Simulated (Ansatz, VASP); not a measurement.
**Two plane-wave programs on NbTe**

The input POSCAR:

```
NbTe
1.0
    3.7029743866      0.0000000000      0.0000000000
   -1.8514871933      3.2068698884      0.0000000000
    0.0000000000      0.0000000000      3.6942110000
Te Nb
1 1
Direct
    0.6666666667      0.3333333333      0.0000000000
    0.0000000000      0.0000000000      0.5000000000
```

The input INCAR.step1:

```
  PREC = Accurate
  ENCUT = 520
  EDIFF = 1E-5
  ISMEAR = -1
  SIGMA = 0.05
  LREAL = False
  LASPH = True
  NELM = 80
  ALGO = Normal
  ISIF = 2
  LWAVE = True
  NBANDS = 16
  GGA = PE
```

INCAR.step2

```
  PREC = Accurate
  ENCUT = 520
  EDIFF = 1E-6
  ISMEAR = -1
  SIGMA = 0.05
  LREAL = False
  LASPH = True
  NELM = 80
  ALGO = Normal
  ISIF = 2
  LWAVE = False
  LCHARG = False
  GGA = PE
  LHFCALC = True
  HFSCREEN = 0.1
  AEXX = 0.25
  PRECFOCK = Fast
  NBANDS = 16
  ISTART = 1
```

The input KPOINTS:

```
Automatic mesh
0
Gamma
  4 4 4
```

File input.yaml:

```yaml
crystal:
  lattice:
    - [3.7029743866, 0.0, 0.0]
    - [-1.8514871933, 3.2068698884, 0.0]
    - [0.0, 0.0, 3.694211]
  atoms:
    - { symbol: Te, position: [0.6666666667, 0.3333333333, 0.0] }
    - { symbol: Nb, position: [0.0, 0.0, 0.5] }
hamiltonian:
  xc: { exchange: pbe, correlation: pbe, exx: { coeff: 0.25, omega: 0.1 } }
  pseudopotentials: { kind: paw }
kpoints:
  mp_grid: { grid: [4, 4, 4] }
scf:
  occupations: { method: fermi_dirac, width: 0.05 }
output:
  forces: true
  stress: true
  eigenvalues: true
```

The cell comes from a database or a generator and needn't be the stable form of this composition.

Alike in both runs: task single point; functional HSE(alpha, omega); k mesh 4 × 4 × 4; occupations fermi-dirac, width 0.05 eV; no spin polarisation.

|  | VASP | Ansatz |
| --- | --- | --- |
| version | VASP 6.6.1 | Ansatz 0.2.0 |
| potentials or method | VASP PAW PBE potentials, release 64 (Te, Nb_sv) | Ansatz PAW |
| plane-wave cutoff (eV) | 520 | 420 |
| valence electrons in the cell | 19 | 29 |

```tsv
	VASP	Ansatz	Ansatz less VASP
gap on the k mesh at the Fermi level (eV)	none	none	-
pressure (GPa)	-6.3	-5.5	+0.75
largest component of the traceless stress (GPa)	2.81	2.66	-0.149
```

A gap of «none» marks a metal or a gap that the smearing closes. With one functional, cell and mesh, what is left measures potentials, basis and numerics. The two sets of potentials don't hold the same shells in valence.

Caveats: the k mesh is coarse (spacing up to 0.49 Å⁻¹), so the values aren't converged, least of all with exact exchange; the PAW data sets were made with another functional, which shifts forces and pressure a little (VASP); the PAW data sets come from PBE, with cores solved anew for the run's functional, which leaves a small shift of forces and pressure (Ansatz); the thresholds are loose for stress (Ansatz). Spin-orbit coupling is left out, which matters for the levels of Te.
